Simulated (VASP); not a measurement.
Input of a VASP 6.6.1 run:

INCAR

```
  PREC = Accurate
  ENCUT = 350
  EDIFF = 1E-5
  ISMEAR = 0
  SIGMA = 0.03
  LREAL = Auto
  LASPH = T
  NELM = 120
  ALGO = Normal
  ISIF = 2
  LWAVE = F
  LCHARG = F
  ISPIN = 2
  MAGMOM = 0 0 0 0 0 0 0 0 0 0 0 0.33 0.33 0.33 0 0 0 0 0 0.33 0.33 0.33 0
  LORBIT = 11
  NUPDOWN = 2
  LMAXMIX = 4
  GGA = PS
  ISYM = 0
  KPAR = 4
```

The input KPOINTS:

```
Automatic mesh
0
Gamma
  4 4 2
```

The input POSCAR:

```
W7S16                                   
1.0
    6.3064000000      0.0000000000      0.0000000000
   -3.1532000000      5.4615026064      0.0000000000
    0.0000000000      0.0000000000     12.3230000000
  W               S             
     7    16
Direct
     0.1771506134025024    0.8409721136414573    0.2502738557605926
     0.6600889549025040    0.3249395531950378    0.2497920519662818
     0.6608804553168719    0.8409238851361396    0.2505857771280570
     0.3337860276816839    0.1669226493161504    0.7501748566498880
     0.3337040406137868    0.6669051481322475    0.7502554827349326
     0.8338013837364395    0.1669189707087598    0.7501817329051209
     0.8336957549110013    0.6669147962461223    0.7502478524203655
     0.1671394975741160    0.3336980953088542    0.6233829077430999
     0.1670894144387585    0.8335658074901414    0.6232726549598593
     0.6671200945495419    0.3335311366659430    0.6232681530904689
     0.6669566334938563    0.8334706438750920    0.6232404764682387
     0.3306369951306403    0.1720419940258068    0.1257402692338762
     0.3363834546721210    0.6759667711245670    0.1224762715625558
     0.8334429050742788    0.1707436642345659    0.1249104832045659
     0.8333654411781360    0.6697742184694874    0.1270119851808412
     0.1670329206751053    0.3335228446248995    0.8770858235189122
     0.1671397544556909    0.8337423646125665    0.8772155126758974
     0.6671287877075623    0.3335674597071047    0.8772576959265066
     0.6670954745815001    0.8337072285124355    0.8771922471917962
     0.3337121059015805    0.1660321957700346    0.3771072633006525
     0.3300270727145486    0.6625620635178840    0.3740903423899515
     0.8306185797432241    0.1671760712780540    0.3763211221318825
     0.8331156375445402    0.6684903244066546    0.3735081818556499
```

Potentials or basis: VASP PAW PBE potentials, release 64 (W_sv, S).

Command:

```sh
$ cat potpaw_PBE.64/W_sv/POTCAR potpaw_PBE.64/S/POTCAR > POTCAR
$ mpirun -np 4 vasp_std > vasp.out
```

Q: Predict the pressure.

A: -0.1 GPa.

Q: What does it give for the largest force?

A: 0.141 eV/Å.

Stress tensor (GPa, compression positive):
```
-0.17  0.01  0.02
 0.01 -0.17 -0.09
 0.02 -0.09  0.12
```

Caveat: the PAW data sets were made with another functional, which shifts forces and pressure a little; the total moment is fixed, so each spin has its own Fermi level. The run has no spin-orbit coupling, so splittings on W are missing.
